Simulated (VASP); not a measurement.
Input:

```
MoSi2
1.0
   -1.60817     1.60817     3.93391
    1.60817    -1.60817     3.93391
    1.60817     1.60817    -3.93391
Si Mo
2 1
Direct
  0.66490   0.66490   0.00000
  0.33510   0.33510   0.00000
  0.00000   0.00000   0.00000
```

The numbers are results of PBE GGA, VASP's PBE PAW potentials (set 64) (plane waves; VASP), not measurements. Numerical set-up: 480 eV cut-off, 12×12×12 Γ-centred mesh, first-order Methfessel-Paxton smearing of 0.10 eV, potentials Si Mo_sv.

Each relaxation starts from this cell; other phases were not tried.

### Question
The cell is relaxed at 20 GPa. What happens?

### Answer
The volume per atom goes from 13.57 to 12.52 Å³ (-7.7 %), and the cell becomes a = b = 3.1249 Å, c = 7.6936 Å, α = β = γ = 90.00°, space group I4/mmm.

Failed runs are left out, and for metals the shear rows, which the mesh's noise covers.

The compound is MoSi2 in the MoSi2 type structure.
